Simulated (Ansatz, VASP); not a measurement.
# Ge (Germanium) in two plane-wave programs, part 3 of 3

Wanted: the spread between two codes on one cell, functional and k mesh. The cell is taken from a series of runs on this material, whose earlier steps may have relaxed, scaled, displaced or heated it; both programs get it as it stands.

VASP 6.6.1 and Ansatz 0.2.0.

So far: The starting structure; Ansatz: zone-centre phonons, PBEsol; VASP: zone-centre phonons, PBEsol.

## 3. VASP: zone-centre phonons, PBEsol (continued)

Level of this step: PBEsol; plane waves and PAW (Ge_d) (VASP).

Numbers of over 12 decimals in the logs are rounded to 6 here.

Parts of OUTCAR (step 3):

```text
ion  position               nearest neighbor table
   1  0.501  0.501  0.501-   2 2.42   2 2.42   2 2.42   2 2.45
   2  0.749  0.749  0.749-   1 2.42   1 2.42   1 2.42   1 2.45

  LATTYP: Found a trigonal (rhomboedric) cell.
 ALAT       =     4.0070622250
 COS(alpha) =     0.5183239540

 Subroutine GETGRP returns: Found 12 space group operations
 (whereof  6 operations were pure point group operations)

The static configuration has the point symmetry C_3v.
 The point group associated with its full space group is D_3d.

   k-points           NKPTS =   1728   k-points in BZ     NKDIM =   1728   number of bands    NBANDS=     20

   dimension x,y,z NGX =    30 NGY =   30 NGZ =   30
   dimension x,y,z NGXF=    60 NGYF=   60 NGZF=   60

   ENCUT  =  500.0 eV  36.75 Ry    6.06 a.u.   7.31  7.31  7.31*2*pi/ulx,y,z

   NELECT =      28.0000    total number of electrons

 k-points in reciprocal lattice and weights: Points of the shifted mesh
   0.04166667  0.04166667  0.04166667       0.001
   0.04166667  0.04166667  0.12500000       0.001
   0.04166667  0.04166667  0.20833333       0.001
   0.04166667  0.04166667  0.29166667       0.001
   0.04166667  0.04166667  0.37500000       0.001
   0.04166667  0.04166667  0.45833333       0.001
   0.04166667  0.04166667  0.54166667       0.001
   0.04166667  0.04166667  0.62500000       0.001
   0.04166667  0.04166667  0.70833333       0.001
[...]
0.95833333  0.95833333  0.87500000       0.001
   0.95833333  0.95833333  0.95833333       0.001

 average (electrostatic) potential at core
       1 -73.9568       2 -73.9568

  Total        0.6287228      0.6287228      0.6287228     -0.3341206     -0.3341206     -0.3341206
  in kB       22.7760567     22.7760567     22.7760567    -12.1038220    -12.1038220    -12.1038220
  external PRESSURE =      22.7760567 kB  Pullay stress =       0.0000000 kB

  energy-cutoff  :      500.00
  volume of cell :       44.23
      direct lattice vectors                 reciprocal lattice vectors
     0.052163982  2.833180774  2.833180774    -0.181430391  0.178150322  0.178150322
     2.833180774  0.052163982  2.833180774     0.178150322 -0.181430391  0.178150322
     2.833180774  2.833180774  0.052163982     0.178150322  0.178150322 -0.181430391

 POSITION                                       TOTAL-FORCE (eV/Angst)
 -----------------------------------------------------------------------------------
      2.86627      2.86627      2.86627        -0.001085     -0.001085     -0.001085
      4.28189      4.28189      4.28189         0.001085      0.001085      0.001085
 -----------------------------------------------------------------------------------
    total drift:                                0.000000      0.000000      0.000000

 Eigenvectors and eigenvalues of the dynamical matrix
 ----------------------------------------------------

   1 f  =    9.035204 THz    56.769863 2PiTHz  301.381974 cm-1    37.366586 meV
             X         Y         Z           dx          dy          dz
      2.866265  2.866265  2.866265    -0.466727   -0.060957    0.527684
      4.281892  4.281892  4.281892     0.466727    0.060957   -0.527684

   2 f  =    9.035204 THz    56.769863 2PiTHz  301.381974 cm-1    37.366586 meV
             X         Y         Z           dx          dy          dz
      2.866265  2.866265  2.866265    -0.339852    0.574123   -0.234272
      4.281892  4.281892  4.281892     0.339852   -0.574123    0.234272

   3 f  =    8.828027 THz    55.468130 2PiTHz  294.471287 cm-1    36.509770 meV
             X         Y         Z           dx          dy          dz
      2.866265  2.866265  2.866265    -0.408248   -0.408248   -0.408248
      4.281892  4.281892  4.281892     0.408248    0.408248    0.408248

   4 f  =    0.000000 THz     0.000000 2PiTHz    0.000003 cm-1     0.000000 meV
             X         Y         Z           dx          dy          dz
      2.866265  2.866265  2.866265     0.476875   -0.449052   -0.266349
      4.281892  4.281892  4.281892     0.476875   -0.449052   -0.266349

   5 f/i=    0.000000 THz     0.000000 2PiTHz    0.000000 cm-1     0.000000 meV
             X         Y         Z           dx          dy          dz
      2.866265  2.866265  2.866265    -0.522094   -0.412074   -0.240027
      4.281892  4.281892  4.281892    -0.522094   -0.412074   -0.240027

   6 f/i=    0.000000 THz     0.000001 2PiTHz    0.000004 cm-1     0.000001 meV
             X         Y         Z           dx          dy          dz
      2.866265  2.866265  2.866265    -0.002787    0.358535   -0.609463
      4.281892  4.281892  4.281892    -0.002787    0.358535   -0.609463

 ELASTIC MODULI CONTR FROM IONIC RELAXATION (kBar)
 Direction    XX          YY          ZZ          XY          YZ          ZX
 --------------------------------------------------------------------------------
 XX          -2.1171     -1.4458     -1.4458      7.8208     21.1599      5.7734
 YY          -1.4458     -2.1171     -1.4458      5.7734      7.8208     21.1599
 ZZ          -1.4458     -1.4458     -2.1171     21.1599      5.7734      7.8208
 XY           7.8208      5.7734     21.1599   -288.3752     23.6121     23.6121
 YZ          21.1599      7.8208      5.7734     23.6121   -288.3752     23.6121
 ZX           5.7734     21.1599      7.8208     23.6121     23.6121   -288.3752
 --------------------------------------------------------------------------------
```

## 4. Side by side

Known differences besides the potentials themselves: the cutoff is 420 eV in Ansatz and 500 eV in VASP; Ansatz makes its cores anew for this functional, VASP keeps those of its PBE data sets. Total energies have different zeros and are not compared.

The two programs side by side:

```csv
quantity,Ansatz,VASP,difference
optical mode 1 (cm⁻¹),294.2,294.5,-0.08 %
optical mode 2 to 3 (cm⁻¹),300.9,301.4,-0.17 %
```

Modes are paired by rising frequency, not by their patterns, so a pair may set unlike modes beside each other; they are those without the splitting of longitudinal modes.

## 5. Summary of results

```yaml
r_m_s_difference_of_the_optical_zone_centre_modes_each_program_s_sorted_by_frequency_zone_centre_phonons_pbesol: 0.44 cm⁻¹
```

What this shows: The r.m.s. difference of the optical zone-centre modes, each program's sorted by frequency is 0.44 cm⁻¹ (zone-centre phonons, PBEsol). Such differences can come from data sets, numerical settings and the points named under the comparisons, not from the functional's error against experiment.

[Lines on the potential files, build, host, timing and source positions are cut from VASP's logs without a mark.]

[Logs are printed without paths, hosts, clocks, repeated set-up lines and the standing remarks that a program may print on its own settings, such as how far it seeks lower states.]

[Hosts, paths, dates, database ids (printed as entryN), source tags and the programs' standing remarks are cut or masked in the printed files.]
